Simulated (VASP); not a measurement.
Given:

```
Li2O
1.0
    0.00000     2.29474     2.29474
    2.29474     0.00000     2.29474
    2.29474     2.29474     0.00000
Li O
2 1
Direct
  0.25000   0.25000   0.25000
  0.75000   0.75000   0.75000
  0.00000   0.00000   0.00000
```

The numbers are results of revTPSS meta-GGA, VASP's PBE PAW potentials (set 64) (plane waves; VASP), not measurements. Run with 520 eV cut-off, 9×9×9 Γ-centred mesh, tetrahedra with Blöchl corrections, potentials Li_sv O.

Question: What does the run give for the energy per atom (σ→0), band gap (over mesh and band path) with the smallest direct gap where there is one?

Answer: 
- band gap (over mesh and band path): 4.95 eV
- smallest direct gap (over mesh and band path): 5.31 eV
- energy per atom (σ→0): -5806 meV/atom

Only differences to runs with the same potentials and settings are physical.

The compound is Li2O in the antifluorite structure. It was relaxed first.
